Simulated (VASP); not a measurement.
Method: TPSS meta-GGA, VASP's PBE PAW potentials (set 64) (plane waves; VASP).

The input files of a VASP run:

### INCAR
```
ALGO = Normal
EDIFF = 1E-6
EDIFFG = -0.01
ENCUT = 520
IBRION = 2
ISIF = 3
ISMEAR = 1
LASPH = .TRUE.
LCHARG = .FALSE.
LMIXTAU = .TRUE.
LREAL = .FALSE.
LWAVE = .FALSE.
METAGGA = TPSS
NELM = 100
NSW = 60
PREC = Accurate
SIGMA = 0.1
SYSTEM = Al
```

### POSCAR
```
Al
1.0
  0.0000000000   2.0031602934   2.0031602934
  2.0031602934   0.0000000000   2.0031602934
  2.0031602934   2.0031602934   0.0000000000
Al
1
Direct
  0.0000000000   0.0000000000   0.0000000000
```

KPOINTS:
```
Automatic mesh
0
Gamma
14 14 14
0 0 0
```

POTCAR, in this order: Al (PBE.64 set). Program: vasp_std.

The run wrote:

### OSZICAR
```
       N       E                     dE             d eps       ncg     rms          rms(c)
DAV:   1     0.148707232476E+02    0.14871E+02   -0.14650E+03  1485   0.778E+02
DAV:   2     0.608898614970E+01   -0.87817E+01   -0.82784E+01  2065   0.145E+02
DAV:   3     0.573226606761E+01   -0.35672E+00   -0.34533E+00  2030   0.324E+01
DAV:   4     0.571586320485E+01   -0.16403E-01   -0.16404E-01  2075   0.731E+00
DAV:   5     0.571492735130E+01   -0.93585E-03   -0.93595E-03  2075   0.183E+00    0.187E+00
DAV:   6    -0.793019663663E+01   -0.13645E+02   -0.26388E+01  1040   0.536E+01    0.175E+00
DAV:   7    -0.793426608601E+01   -0.40694E-02   -0.49547E-02  1605   0.229E+00    0.269E+00
DAV:   8    -0.788548550258E+01    0.48781E-01   -0.24625E-02  1150   0.279E+00    0.331E+00
DAV:   9    -0.790867752419E+01   -0.23192E-01   -0.71125E-02  1180   0.336E+00    0.147E+01
DAV:  10    -0.786977033168E+01    0.38907E-01   -0.11410E-01  1210   0.366E+00    0.434E+01
DAV:  11    -0.791268857229E+01   -0.42918E-01   -0.34052E-02  1055   0.285E+00    0.279E+01
DAV:  12    -0.790538297684E+01    0.73056E-02   -0.42636E-02  1195   0.215E+00    0.689E+00
DAV:  13    -0.791175937804E+01   -0.63764E-02   -0.43232E-03  1165   0.721E-01    0.135E+00
DAV:  14    -0.791037542335E+01    0.13840E-02   -0.10567E-03  1170   0.430E-01    0.500E-02
DAV:  15    -0.791020337983E+01    0.17204E-03   -0.15329E-03  1050   0.564E-01    0.280E-01
DAV:  16    -0.791230547264E+01   -0.21021E-02   -0.58806E-04  1050   0.353E-01    0.155E-01
DAV:  17    -0.791212283366E+01    0.18264E-03   -0.13395E-04  1080   0.169E-01    0.233E-01
DAV:  18    -0.791244498275E+01   -0.32215E-03   -0.40625E-05  1110   0.973E-02    0.533E-02
DAV:  19    -0.791244543272E+01   -0.44997E-06   -0.14001E-06  1325   0.154E-02
   1 F= -.79124454E+01 E0= -.79124638E+01  d E =-.791245E+01
```

OUTCAR:
```
------------------------ aborting loop because EDIFF is reached ----------------------------------------
  FORCE on cell =-STRESS in cart. coord.  units (eV):
  Direction    XX          YY          ZZ          XY          YZ          ZX
  --------------------------------------------------------------------------------------
  Total        0.0002971      0.0002971      0.0002971     -0.0000000      0.0000000      0.0000000
  in kB        0.0296093      0.0296093      0.0296093     -0.0000000      0.0000000      0.0000000
  external PRESSURE =       0.0296093 kB  Pullay stress =       0.0000000 kB
  volume of cell :       16.08
      direct lattice vectors                 reciprocal lattice vectors
     0.000000000  2.003160293  2.003160293    -0.249605587  0.249605587  0.249605587
     2.003160293  0.000000000  2.003160293     0.249605587 -0.249605587  0.249605587
     2.003160293  2.003160293  0.000000000     0.249605587  0.249605587 -0.249605587
 POSITION                                       TOTAL-FORCE (eV/Angst)
 -----------------------------------------------------------------------------------
      0.00000      0.00000      0.00000        -0.000000     -0.000000     -0.000000
 -----------------------------------------------------------------------------------
    total drift:                                0.000000      0.000000     -0.000000
  FREE ENERGIE OF THE ION-ELECTRON SYSTEM (eV)
  ---------------------------------------------------
  free  energy   TOTEN  =        -7.9124454327 eV

  energy  without entropy=       -7.9125006188  energy(sigma->0) =       -7.91246383

 reached required accuracy - stopping structural energy minimisation
```
(Selected blocks of OUTCAR.)

The compound is Al in the fcc structure. It was relaxed first. The start is the result of an earlier pass.
